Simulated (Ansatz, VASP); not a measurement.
RuC4: VASP beside Ansatz

```
Ru C
1.0
     3.83676    0.00000    0.00000
    -1.91838    3.32273    0.00000
     0.00000    0.00000    3.81738
Ru C
1 4
Cartesian
  0.0000 0.0000 1.9087
  1.9184 0.0000 0.0000
  -0.9592 1.6614 0.0000
  0.9592 1.6614 0.0000
  0.0000 0.0000 0.0000
```

Alike in both runs: task relaxation of cell and atoms; functional PBE; k mesh 6 × 6 × 4; occupations gaussian, width 0.1 eV; no spin polarisation.

|  | VASP | Ansatz |
| --- | --- | --- |
| version | VASP 6.6.1 | Ansatz 0.2.0 |
| potentials or method | VASP PAW PBE potentials, release 64 (Ru_pv, C) | scalar-relativistic, plane waves, PAW |
| plane-wave cutoff (eV) | 600 | 420 |
| valence electrons in the cell | 30 | 32 |

|  | VASP | Ansatz | Ansatz less VASP |
| --- | --- | --- | --- |
| gap on the k mesh at the Fermi level, each at its own relaxed structure (eV) | none | none | - |
| relaxed volume (Å³/atom) | 10.12 | 10.22 | +0.099 |
| relaxed cell length with the largest relative difference (Å) | 3.875 | 3.900 | +0.0248 |
| energy change over the relaxation (meV/atom) | -10 | -10 | -0.5 |

A gap of «none» marks a metal or a gap that the smearing closes. The two sets of potentials don't hold the same shells in valence.

Caveats: the k mesh is coarse (spacing up to 0.41 Å⁻¹), so the values aren't converged.
